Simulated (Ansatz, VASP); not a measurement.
# Zr2CF2 (Zr2CF2 MXene, 1 layer) in two plane-wave programs, part 2 of 2

One calculation is typed for both programs; each brings its own data sets. How far apart do they land? The structure shown is the start of the Ansatz relaxation below; VASP solves that cell, so the two are compared at the walk's first step.

VASP 6.6.1 and Ansatz 0.2.0.

So far: The starting structure; Ansatz: relaxation, PBE.

## Step 3: VASP: single point, PBE, start cell

Level of this step: PBE; plane waves and PAW (F, Zr_sv, C) (VASP).

The same cell, functional, mesh and smearing now go to VASP, with its own data sets.

Lines of VASP's logs that name or quote its potential files are left out, and so is its time.

The input, INCAR:

```
SYSTEM = Zr2CF2
PREC = Accurate
ENCUT = 520
EDIFF = 1E-06
NELM = 120
ISMEAR = -1
SIGMA = 0.05
LREAL = .FALSE.
ALGO = Normal
GGA = PE
NBANDS = 27
LASPH = .TRUE.
LORBIT = 11
LWAVE = .FALSE.
LCHARG = .FALSE.
ISIF = 2
LDIPOL = .TRUE.
IDIPOL = 3
DIPOL = 0.5 0.5 0.5
LVHAR = .TRUE.
GGA_COMPAT = .FALSE.
NELMDL = -8
KPAR = 2
```

The input, POSCAR:

```
Zr2CF2
1.0
    3.2890000000      0.0000000000      0.0000000000
   -1.6445000000      2.8483580000      0.0000000000
    0.0000000000      0.0000000000     19.5906820000
F Zr C
2 2 1
Direct
    0.3333332748      0.6666665496      0.3828350641
    0.6666667252      0.3333334504      0.6171649359
    0.6666667252      0.3333334504      0.4337566706
    0.3333332748      0.6666665496      0.5662433294
    0.0000000000      0.0000000000      0.5000000000
```

The input, KPOINTS:

```
Automatic mesh
0
Gamma
12 12 1
0 0 0
```

PAW data sets: F, Zr_sv and C (PBE family, release 64).

Launch:

```bash
$ mpirun -np 2 vasp_std
```

Numbers of over 12 decimals in the logs are rounded to 6 here.

The program printed:

```text
[banner, memory and clock lines left out]
running    2 mpi-ranks, on    1 nodes
 distrk:  each k-point on    1 cores,    2 groups
 distr:  one band on    1 cores,    1 groups

 POSCAR found type information on POSCAR F ZrC
 POSCAR found :  3 types and       5 ions
 LDA part: xc-table for (Slater+PW92), standard interpolation
 POSCAR, INCAR and KPOINTS ok, starting setup
 FFT: planning ... GRIDC
 FFT: planning ... GRID_SOFT
 FFT: planning ... GRID
 WAVECAR not read
 entering main loop
       N       E                     dE             d eps       ncg     rms          rms(c)
DAV:   1     0.444329005371E+03    0.44433E+03   -0.21934E+04  1154   0.136E+03
DAV:   2    -0.441030180125E+01   -0.44874E+03   -0.44064E+03  1238   0.393E+02
DAV:   3    -0.454487160892E+02   -0.41038E+02   -0.40588E+02  1569   0.111E+02
DAV:   4    -0.480923635902E+02   -0.26436E+01   -0.26338E+01  1708   0.239E+01
DAV:   5    -0.481973693294E+02   -0.10501E+00   -0.10497E+00  1508   0.371E+00
DAV:   6    -0.481995603833E+02   -0.21911E-02   -0.21909E-02  1521   0.570E-01
DAV:   7    -0.481996361440E+02   -0.75761E-04   -0.75759E-04  1556   0.895E-02
DAV:   8    -0.481996377011E+02   -0.15571E-05   -0.15571E-05  1340   0.141E-02    0.313E+01
DAV:   9    -0.403168324114E+02    0.78828E+01   -0.49338E+01  1093   0.337E+01    0.122E+01
DAV:  10    -0.401517011676E+02    0.16513E+00   -0.25131E+00  1386   0.890E+00    0.591E+00
DAV:  11    -0.400333677470E+02    0.11833E+00   -0.31181E-01  1553   0.341E+00    0.707E-01
DAV:  12    -0.400148307012E+02    0.18537E-01   -0.58191E-02  1419   0.111E+00    0.401E-01
DAV:  13    -0.399969327531E+02    0.17898E-01   -0.35492E-02  1465   0.103E+00    0.240E-01
DAV:  14    -0.399947695934E+02    0.21632E-02   -0.45156E-03  1529   0.372E-01    0.151E-01
[...]
DAV:  19    -0.399964428642E+02   -0.24880E-03   -0.18895E-04  1103   0.283E-02    0.619E-03
DAV:  20    -0.399966127126E+02   -0.16985E-03   -0.25725E-05  1110   0.143E-02    0.418E-03
DAV:  21    -0.399967821064E+02   -0.16939E-03   -0.43624E-05  1141   0.129E-02    0.263E-03
DAV:  22    -0.399968706626E+02   -0.88556E-04   -0.16868E-05  1183   0.748E-03    0.164E-03
DAV:  23    -0.399968934001E+02   -0.22738E-04   -0.35987E-06  1072   0.359E-03    0.634E-04
DAV:  24    -0.399969043878E+02   -0.10988E-04   -0.28785E-06  1001   0.203E-03    0.433E-04
DAV:  25    -0.399969064588E+02   -0.20710E-05   -0.41686E-07   975   0.101E-03    0.151E-04
DAV:  26    -0.399969068003E+02   -0.34145E-06   -0.14205E-07   882   0.552E-04
   1 F= -.39996907E+02 E0= -.39991906E+02  d E =-.100016E-01
```

Parts of OUTCAR (step 3):

```text
ion  position               nearest neighbor table
   1  0.333  0.667  0.383-   3 2.14   3 2.14   3 2.15
   2  0.667  0.333  0.617-   4 2.14   4 2.14   4 2.15
   3  0.667  0.333  0.434-   1 2.14   1 2.14   1 2.15   5 2.30   5 2.30   5 2.30   4 3.22   4 3.22
                             4 3.22
   4  0.333  0.667  0.566-   2 2.14   2 2.14   2 2.15   5 2.30   5 2.30   5 2.30   3 3.22   3 3.22
                             3 3.22
   5  0.000  0.000  0.500-   4 2.30   3 2.30   4 2.30   3 2.30   3 2.30   4 2.30

  LATTYP: Found a hexagonal cell.
 ALAT       =     3.2890000000
 C/A-ratio  =     5.9564250532

 Subroutine GETGRP returns: Found 12 space group operations
 (whereof 12 operations were pure point group operations)

The static configuration has the point symmetry D_3d.

 Found     19 irreducible k-points:

   k-points           NKPTS =     19   k-points in BZ     NKDIM =     19   number of bands    NBANDS=     27

   dimension x,y,z NGX =    24 NGY =   24 NGZ =  150
   dimension x,y,z NGXF=    48 NGYF=   48 NGZF=  300

   ENCUT  =  520.0 eV  38.22 Ry    6.18 a.u.   6.12  6.12 36.43*2*pi/ulx,y,z

   NELECT =      42.0000    total number of electrons

 k-points in reciprocal lattice and weights: Automatic mesh
   0.00000000  0.00000000  0.00000000       0.007
   0.08333333  0.00000000  0.00000000       0.042
   0.16666667 -0.00000000  0.00000000       0.042
   0.25000000  0.00000000  0.00000000       0.042
   0.33333333 -0.00000000  0.00000000       0.042
   0.41666667 -0.00000000  0.00000000       0.042
   0.50000000  0.00000000  0.00000000       0.021
   0.08333333  0.08333333  0.00000000       0.042
   0.16666667  0.08333333  0.00000000       0.083
[...]
0.33333333  0.25000000  0.00000000       0.083
   0.33333333  0.33333333  0.00000000       0.014

 dipolmoment           0.000000      0.000000     -0.000000 electrons x Angstroem

 average (electrostatic) potential at core
       1 -81.2303       2 -81.2303       3 -82.0716       4 -82.0716       5 -52.1479

 E-fermi :   2.4489

 k-point     1 :       0.0000    0.0000    0.0000
  band No.  band energies     occupation
    ...
     16      -6.8906      2.00000
     17      -6.3644      2.00000
     18      -1.6997      2.00000
     19      -0.1309      2.00000
     20      -0.1309      2.00000
     21       2.5522      0.22492
     22       2.5522      0.22492
     23       2.6600      0.02890
     24       2.8496      0.00066
     25       2.9090      0.00020
    ...

 k-point     2 :       0.0833    0.0000    0.0000
  band No.  band energies     occupation
    ...
     17      -6.2732      2.00000
     18      -1.6053      2.00000
     19      -0.4434      2.00000
     20      -0.2105      2.00000
     21       2.3526      1.74560
     22       2.7365      0.00633
     23       2.8190      0.00122
     24       2.9383      0.00011
     25       2.9685      0.00006
     26       4.1532      0.00000
    ...

 k-point     3 :       0.1667   -0.0000    0.0000
  band No.  band energies     occupation
    ...
     17      -6.1504      2.00000
     18      -1.4180      2.00000
     19      -1.0485      2.00000
     20      -0.3663      2.00000
     21       1.8720      1.99998
     22       2.9777      0.00005
     23       3.2025      0.00000
     24       3.2554      0.00000
     25       3.3482      0.00000
     26       4.3592      0.00000
    ...

  Total        6.4170566      6.4170586      4.4044551     -0.0000000      0.0000000     -0.0000000
  in kB       56.0193996     56.0194172     38.4498605     -0.0000000      0.0000000     -0.0000000
  external PRESSURE =      50.1628924 kB  Pullay stress =       0.0000000 kB

  energy-cutoff  :      520.00
  volume of cell :      183.53
      direct lattice vectors                 reciprocal lattice vectors
     3.289000000  0.000000000  0.000000000     0.304043782  0.175539732  0.000000000
    -1.644500000  2.848358000  0.000000000     0.000000000  0.351079464  0.000000000
     0.000000000  0.000000000 19.590682000     0.000000000  0.000000000  0.051044675

 POSITION                                       TOTAL-FORCE (eV/Angst)
 -----------------------------------------------------------------------------------
     -0.00000      1.89890      7.50000        -0.000000      0.000000     -3.329364
      1.64450      0.94945     12.09068         0.000000     -0.000000      3.329364
      1.64450      0.94945      8.49759         0.000000     -0.000000      4.149282
     -0.00000      1.89890     11.09309        -0.000000      0.000000     -4.149282
      0.00000      0.00000      9.79534        -0.000000      0.000000      0.000000
 -----------------------------------------------------------------------------------
    total drift:                                0.000000     -0.000000      0.000000

  FREE ENERGIE OF THE ION-ELECTRON SYSTEM (eV)
  ---------------------------------------------------
  free  energy   TOTEN  =       -39.9969068003 eV

  energy  without entropy=      -39.9869051914  energy(sigma->0) =      -39.99190600

 vacuum level on the upper side and lower side of the slab         3.959         3.959

 total charge
# of ion       s       p       d       tot
------------------------------------------
    1        1.741   4.414   0.000   6.154
    2        1.741   4.414   0.000   6.154
    3        2.160   6.018   1.741   9.919
    4        2.160   6.018   1.741   9.919
    5        0.874   1.520   0.000   2.394
--------------------------------------------------
tot          8.675  22.382   3.483  34.540

[... 3 further parts left out ...]
```

## Step 4: Side by side

Known differences besides the potentials themselves: the cutoff is 420 eV in Ansatz and 520 eV in VASP. Total energies have different zeros and are not compared.

Forces (eV/Å; atoms numbered as in POSCAR):

```tsv
atom	Ansatz x, y, z	VASP x, y, z
F1	0.000, 0.000, -3.295	0.000, 0.000, -3.329
F2	0.000, 0.000, 3.295	0.000, 0.000, 3.329
Zr3	0.000, 0.000, 4.135	0.000, 0.000, 4.149
Zr4	0.000, 0.000, -4.135	0.000, 0.000, -4.149
C5	0.000, 0.000, 0.000	0.000, 0.000, 0.000
```

The forces differ by 14 meV/Å r.m.s., which is 0.7 % of the r.m.s. force of 1.943 eV/Å (both taken over all components). With vacuum in the cell, a pressure given here is an average over mostly empty space and none of the material.

## Step 5: Summary of results

```yaml
r_m_s_force_difference_single_point_pbe_start_cell: 0.70 % of the r.m.s. force
```

In words: The r.m.s. force difference is 0.70 % of the r.m.s. force (single point, PBE, start cell), within the 3 % picked in this series as the mark of a large difference. Such differences can come from data sets, numerical settings and the points named under the comparisons, not from the functional's error against experiment.

[Lines on the potential files, build, host, timing and source positions are cut from VASP's logs without a mark.]

[Logs are printed without paths, hosts, clocks, repeated set-up lines and the standing remarks that a program may print on its own settings, such as how far it seeks lower states.]

[Hosts, paths, dates, database ids (printed as entryN), source tags and the programs' standing remarks are cut or masked in the printed files.]
